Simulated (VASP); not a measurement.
```
CELL_PARAMETERS angstrom
      0.00000     2.35668     2.35668
      2.35668     0.00000     2.35668
      2.35668     2.35668     0.00000
ATOMIC_POSITIONS crystal
  Zr 0.00000 0.00000 0.00000
  C  0.50000 0.50000 0.50000
```

The numbers are results of r2SCAN meta-GGA, VASP's PBE PAW potentials (set 64) (plane waves; VASP), not measurements. Numerical set-up: 600 eV cut-off, 12×12×12 Γ-centred mesh, first-order Methfessel-Paxton smearing of 0.10 eV, potentials Zr_sv C.

Energy and stress use the plane-wave basis of the starting cell.

Question: The ions, cell shape and volume at an external pressure of 30.0 GPa are relaxed. Predict the relaxed structure.

Answer: 
```
CELL_PARAMETERS angstrom
      0.00000     2.27461     2.27461
      2.27461     0.00000     2.27461
      2.27461     2.27461     0.00000
ATOMIC_POSITIONS crystal
  Zr 0.00000 0.00000 0.00000
  C  0.50000 0.50000 0.50000
```
Space group Fm-3m (225), at a tolerance of 0.03 Å.

Question: How do energy and volume change from the first to the last step?

Answer: The energy (σ→0) changes by +112.8 meV/atom and the volume by -10.1 %, in 5 ionic steps.

| step | E(σ→0) (eV) | max force (eV/Å) | pressure (GPa) | volume (Å³) |
|---|---|---|---|---|
| 1 | -34.7235 | 0.000 | -0.10 | 26.18 |
| 2 | -31.2933 | 0.000 | 181.37 | 17.92 |
| 3 | -34.5446 | 0.000 | 26.24 | 23.80 |
| 4 | -34.5091 | 0.000 | 29.13 | 23.60 |
| 5 | -34.4980 | 0.000 | 30.01 | 23.54 |

The compound is ZrC in the rock salt structure. This run relaxes it under an external pressure of 30 GPa. Symmetry was kept, so distortions that lower it aren't found.
